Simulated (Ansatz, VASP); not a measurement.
One calculation of FeCoSe2, two programs

File INCAR:

```
SYSTEM = FeCoSe2
ALGO     = Normal         ! electronic algorithm
EDIFF    = 1E-7           ! SCF threshold, eV
ENCUT    = 520            ! plane-wave cutoff, eV
GGA      = PE             ! functional
ISIF     = 2              ! what is computed and relaxed
ISMEAR   = -1             ! smearing method
ISPIN    = 2              ! spin polarisation
LASPH    = .TRUE.         ! aspherical terms in the spheres
LCHARG   = .FALSE.        ! write CHGCAR
LMAXMIX  = 4              ! l up to which the mixer works
LORBIT   = 11             ! projections on sites
LREAL    = .FALSE.        ! projectors in reciprocal space
LWAVE    = .FALSE.        ! write WAVECAR
MAGMOM   = 0 0 2 3        ! initial moments
NBANDS   = 26             ! bands
NELM     = 150            ! most SCF steps
PREC     = Accurate       ! precision mode
SIGMA    = 0.05           ! smearing width, eV
```

Contents of KPOINTS:

```
k-points
0
G
  9 9 5
  0 0 0
```

The input POSCAR:

```
FeCoSe2
1.0
    3.6043948124      0.0000000000      0.0000000000
   -1.8021974063      3.1214974728      0.0000000000
    0.0000000000      0.0000000000      5.2720998718
Se Co Fe
2 1 1
Direct
    0.6666666667      0.3333333333      0.7521010000
    0.3333333333      0.6666666667      0.2478990000
    0.0000000000      0.0000000000      0.5000000000
    0.0000000000      0.0000000000      0.0000000000
```

input.yaml

```yaml
crystal:
  lattice:
    - [3.6043948124, 0.0, 0.0]
    - [-1.8021974063, 3.1214974728, 0.0]
    - [0.0, 0.0, 5.2720998718]
  atoms:
    - { symbol: Se, position: [0.6666666667, 0.3333333333, 0.752101] }
    - { symbol: Se, position: [0.3333333333, 0.6666666667, 0.247899] }
    - { symbol: Co, position: [0.0, 0.0, 0.5], spin: 2.0 }
    - { symbol: Fe, position: [0.0, 0.0, 0.0], spin: 3.0 }
hamiltonian:
  xc: pbe
  pseudopotentials: { kind: paw }
magnetization:
  spin_polarized: true
kpoints:
  mp_grid: { grid: [9, 9, 5] }
scf:
  occupations: { method: fermi_dirac, width: 0.05 }
output:
  forces: true
  stress: true
  eigenvalues: true
```

Change from the starting cell: volume scaled by 1.02.

Alike in both runs: task single point; functional PBE; k mesh 9 × 9 × 5; occupations fermi-dirac, width 0.05 eV; collinear spin, ferromagnetic start.

|  | VASP | Ansatz |
| --- | --- | --- |
| version | VASP 6.6.1 | Ansatz 0.2.0 |
| potentials or method | VASP PAW PBE potentials, release 64 (Se, Co, Fe) | Ansatz PAW |
| plane-wave cutoff (eV) | 520 | 420 |
| valence electrons in the cell | 29 | 65 |

```csv
,VASP,Ansatz,Ansatz less VASP
gap on the k mesh at the Fermi level (eV),none,none,-
pressure (GPa),3.1,3.1,0.00
largest component of the traceless stress (GPa),0.80,0.75,-0.058
rms of the force components (eV/Å),0.317,0.325,+0.0083
net moment per atom (μB),0.55,0.55,+0.001
size of the moment on the site where the two differ most (μB),0.06,0.02,-0.038
```

Site moments also hang on the region over which each program counts them. Atom by atom the forces differ by 0.008 eV/Å (rms over components). A gap of «none» marks a metal or a gap that the smearing closes. The two sets of potentials don't hold the same shells in valence.

Caveats: only a ferromagnetic start was run, and an antiferromagnetic order may lie lower in energy.
